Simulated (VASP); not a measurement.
# Quasiparticle energies of MgO (Periclase) in VASP, part 5 of 5

Wanted: how far GW moves the Kohn-Sham levels of MgO (Periclase). The cell is of the rock-salt type, one of the forms listed for this formula. The start is a cell from a database of measured crystal structures.

VASP 6.6.1, plane waves and PAW; the level of theory is named at each step.

So far, quasiparticle gap on the mesh (eV): step 3 (G0W0, functional PBE, start PBE, G0W0 on PBE) 7.11; step 10 (G0W0, functional HSE with 0.16 exact exchange, start HSE with 0.16 exact …) 7.66; step 13 (G0W0, functional HSE with 0.25 exact exchange, start HSE with 0.25 exact …) 7.95; step 16 (G0W0, functional HSE with 0.33 exact exchange, start HSE with 0.33 exact …) 8.19; step 19 (G0W0, functional HSE with 0.42 exact exchange, start HSE with 0.42 exact …) 8.45.

The database entry behind the starting cell differs from later determinations by our own check (about 0.1 % long), so it need not match the best structure at ambient conditions.

### Step 22. G0W0, functional HSE with 0.50 exact exchange, start HSE with 0.50 exact exchange

This step: G0W0 on HSE with 0.50 exact exchange; plane waves and PAW (Mg_GW, O_GW) (VASP 6.6.1).

G0W0 keeps orbitals and screening fixed and shifts each of the lowest NBANDSGW levels once.

Input file INCAR:

```
SYSTEM = MgO
PREC = Accurate
ENCUT = 440
ISMEAR = 0
SIGMA = 0.01
LREAL = .FALSE.
LHFCALC = .TRUE.
AEXX = 0.5
GGA = PE
LASPH = .TRUE.
NBANDS = 56
PRECFOCK = Fast
HFSCREEN = 0.2
ALGO = EVGW0
NELMGW = 1
ENCUTGW = 120
NOMEGA = 64
NBANDSGW = 16
LWAVE = .FALSE.
LCHARG = .FALSE.
```

Input file POSCAR:

```
MgO
1.0
    0.0000000000      2.1085000000      2.1085000000
    2.1085000000      0.0000000000      2.1085000000
    2.1085000000      2.1085000000      0.0000000000
Mg O
1 1
Direct
    0.0000000000      0.0000000000      0.0000000000
    0.5000000000      0.5000000000      0.5000000000
```

Input file KPOINTS:

```
Automatic mesh
0
Gamma
6 6 6
0 0 0
```

PAW data sets: Mg_GW and O_GW (PBE family, release 64).

The WAVECAR or CHGCAR of an earlier step is read.

Run with:

```console
mpirun -np 8 vasp_std
```

What it wrote:

```text
[banner, memory and clock lines left out]
running    8 mpi-ranks, on    1 nodes
[...]
[... a notice as in an earlier step ...]

 [... a notice as in an earlier step ...]

 LDA part: xc-table for (Slater+PW92), standard interpolation
 found WAVECAR, reading the header
 POSCAR, INCAR and KPOINTS ok, starting setup
[...]
reading WAVECAR
 the WAVECAR file was read successfully
 initial charge from wavefunction
 available memory per node:     32.91 GB, setting MAXMEM to     33695

 The Fermi energy was updated, please check that it is located mid-gap
 values below the HOMO (VB) or above the LUMO (CB) will cause erroneous energies
 E-fermi :   4.7115

 calculate exact exchange contribution
 the WAVEDER file was read successfully
energies w=
    0.000    0.000    0.740    0.000    1.479    0.000    2.215    0.000
    2.945    0.000    3.670    0.000    4.387    0.000    5.095    0.000
    5.795    0.000    6.486    0.000    7.167    0.000    7.838    0.000
[...]
total number of BLAS operations         87.11 Gflops
NQ=  12   -0.3333    0.3333    0.0000,
|.........|.........|.........|.........|.........|.........|.........|.........
 performed       3773000 updates of chi_q(r,r)
 total number of BLAS operations         94.48 Gflops
NQ=  13    0.5000    0.5000    0.0000,
|.........|.........|.........|.........|.........|.........|.........|.........
 performed       3945000 updates of chi_q(r,r)
 total number of BLAS operations        100.13 Gflops
NQ=  14    0.5000    0.3333    0.1667,
|.........|.........|.........|.........|.........|.........|.........|.........
 performed       4382000 updates of chi_q(r,r)
 total number of BLAS operations        111.10 Gflops
NQ=  15   -0.3333    0.3333    0.1667,
|.........|.........|.........|.........|.........|.........|.........|.........
 performed       4772000 updates of chi_q(r,r)
 total number of BLAS operations        120.91 Gflops
NQ=  16   -0.3333    0.5000    0.1667,
|.........|.........|.........|.........|.........|.........|.........|.........
 performed       5112000 updates of chi_q(r,r)
 total number of BLAS operations        128.86 Gflops
 resolving degeneracies of screened two electron integrals

 calculate QP shifts <psi_nk| G(iteration)W_0 |psi_nk>: iteration 1
 entering main loop
```

It took 11 s on 8 MPI ranks of Intel Xeon 6975P-C (Granite Rapids), shared host; peak memory 1.8 GiB; 85 s of CPU time.

From OUTCAR (step 22):

```text
 QP shifts <psi_nk| G(iteration)W_0 |psi_nk>: iteration 1
 for sc-GW calculations column KS-energies equals QP-energies in previous step
 and V_xc(KS)=  KS-energies - (<T + V_ion + V_H > + <T+V_H+V_ion>^1  + <V_x>^1)
 k-point   1 :       0.0000    0.0000    0.0000
  band No.  KS-energies  QP-energies   sigma(KS)   V_xc(KS)     V^pw_x(r,r')   Z            occupation Imag(sigma)
      1     -19.7543     -18.4220     -22.3764     -24.1247     -30.1515       0.7621       2.0000       0.9467
      2       0.5801       1.0496     -21.7162     -22.2733     -25.2472       0.8427       2.0000       0.0597
      3       0.5801       1.0496     -21.7162     -22.2733     -25.2472       0.8427       2.0000       0.0597
      4       0.5801       1.0496     -21.7162     -22.2733     -25.2472       0.8427       2.0000       0.0597
      5       8.8426       9.7275      -9.8502     -10.8517      -6.8046       0.8836       0.0000      -0.0464
      6      20.3743      21.0222      -6.8062      -7.5434      -2.9921       0.8788       0.0000      -0.0667
      7      20.3743      21.0222      -6.8062      -7.5434      -2.9921       0.8788       0.0000      -0.0667
      8      20.3743      21.0222      -6.8062      -7.5434      -2.9921       0.8788       0.0000      -0.0667
    ...

[... 2 parts as in an earlier step ...]

[... 1 further part left out ...]
[key lines of the parts left out:]
E-fermi :   4.7115
```

GW takes the gap from 8.262 to 8.678 eV. That is +1566 meV against G0W0 on PBE. The value holds for 56 bands, ENCUTGW = 120 eV and this mesh, and isn't shown to be converged in them.

### Step 23. Summary

This step: GW series: G0W0 on PBE, G0W0 on HSE with 0.08 exact exchange, G0W0 on HSE with 0.16 exact exchange, G0W0 on HSE with 0.25 exact exchange, G0W0 on HSE with 0.33 exact exchange, G0W0 on HSE with 0.42 exact exchange, G0W0 on HSE with 0.50 exact exchange; plane waves and PAW (VASP 6.6.1).

No new run; the numbers come from the runs before.

G0W0 on a 6x6x6 mesh; cost is wall time times ranks on a shared host, with the step that makes the empty bands but not the self-consistent start. G0W0 series:

| share of exact exchange | gap of the starting hybrid (eV) | quasiparticle gap (eV) | direct quasiparticle gap (eV) | cost (core minutes) |
| --- | --- | --- | --- | --- |
| 0 | 4.691 | 7.112 | 7.112 | 1.73 |
| 0.08 | 5.236 | 7.389 | 7.389 | 9.97 |
| 0.16 | 5.792 | 7.656 | 7.656 | 9.84 |
| 0.25 | 6.43 | 7.946 | 7.946 | 9.97 |
| 0.33 | 7.008 | 8.191 | 8.191 | 9.84 |
| 0.42 | 7.668 | 8.452 | 8.452 | 9.84 |
| 0.5 | 8.262 | 8.678 | 8.678 | 8.83 |

### Step 24. Outcome

| Item | Value |
| --- | --- |
| G0W0 on PBE, 56 bands, ENCUTGW 120 eV, NOMEGA 64, mesh 6×6×6 | 4.691 → 7.112 eV |
| G0W0 on HSE with 0.08 exact exchange, 56 bands, ENCUTGW 120 eV, NOMEGA 64, mesh 6×6×6 | 5.236 → 7.389 eV |
| G0W0 on HSE with 0.16 exact exchange, 56 bands, ENCUTGW 120 eV, NOMEGA 64, mesh 6×6×6 | 5.792 → 7.656 eV |
| G0W0 on HSE with 0.25 exact exchange, 56 bands, ENCUTGW 120 eV, NOMEGA 64, mesh 6×6×6 | 6.430 → 7.946 eV |
| G0W0 on HSE with 0.33 exact exchange, 56 bands, ENCUTGW 120 eV, NOMEGA 64, mesh 6×6×6 | 7.008 → 8.191 eV |
| G0W0 on HSE with 0.42 exact exchange, 56 bands, ENCUTGW 120 eV, NOMEGA 64, mesh 6×6×6 | 7.668 → 8.452 eV |
| G0W0 on HSE with 0.50 exact exchange, 56 bands, ENCUTGW 120 eV, NOMEGA 64, mesh 6×6×6 | 8.262 → 8.678 eV |

**Reading.** G0W0 gives a quasiparticle gap of 7.112 eV on the mesh, 2.42 eV over the PBE gap on the same mesh. One-shot gaps: 7.112 eV from PBE, 7.389 eV from HSE with 0.08 exact exchange, 7.656 eV from HSE with 0.16 exact exchange, 7.946 eV from HSE with 0.25 exact exchange, 8.191 eV from HSE with 0.33 exact exchange, 8.452 eV from HSE with 0.42 exact exchange and 8.678 eV from HSE with 0.50 exact exchange. The starting gaps span 3.57 eV and the one-shot gaps 1.57 eV. For each 0.1 of exact exchange the starting gap grows by 0.71 eV and the G0W0 gap by 0.31 eV (straight-line fits). The two lines don't cross inside the series. All hybrids screen the exact exchange as HSE06 does (HFSCREEN = 0.2) and differ in its share alone. Bands, response cutoff and mesh weren't tested for convergence, and band edges off the mesh aren't seen. Not tabulated here, as repeats of values shown or as unfit to read for their mesh, reference level or band range: eps2 curves (empty bands); eps1 curves and static values (empty bands); gaps (empty bands).

Computed beside measured:

| quantity | measured | PBE | G0W0 on PBE | HSE with 0.08 exact exchange | G0W0 on HSE with 0.25 exact exchange | G0W0 on HSE with 0.42 exact exchange | HSE with 0.50 exact exchange | G0W0 on HSE with 0.50 exact exchange |
| --- | --- | --- | --- | --- | --- | --- | --- | --- |
| band gap (least gap) (eV) | 7.83 | 4.69 (-3.14 eV) | 7.11 (-0.72 eV) | 5.24 (-2.59 eV) | 7.95 (+0.12 eV) | 8.45 (+0.62 eV) | 8.26 (+0.43 eV) | 8.68 (+0.85 eV) |

Cost of the run behind each value, in core time: PBE 13 s, G0W0 on PBE 91 s, HSE with 0.08 exact exchange 88 s, G0W0 on HSE with 0.25 exact exchange 1.7 min, G0W0 on HSE with 0.42 exact exchange 1.7 min, HSE with 0.50 exact exchange 1.8 min, G0W0 on HSE with 0.50 exact exchange 90 s.

Of 14 levels, the nearest, the farthest and some others are shown.

Measured values from arxiv:0908.1581 (2009).

**Verdict.** The band gap is off by -0.72 eV at G0W0 on PBE: fair agreement. Of the levels listed, nearest comes G0W0 on HSE with 0.25 exact exchange (+0.12 eV). Zero-point and thermal motion shift the measured gap. No cell relaxation is part of this session.

[Lines on the potential files, build, host, timing and source positions are cut from VASP's logs without a mark.]

[Logs are printed without paths, hosts, clocks, repeated set-up lines and the standing remarks that a program may print on its own settings, such as how far it seeks lower states.]

[Hosts, paths, dates, database ids (printed as entryN), source tags and the programs' standing remarks are cut or masked in the printed files.]

[Pressures printed for these runs are not shown converged in the cutoff: they can be off by several GPa and have the wrong sign.]
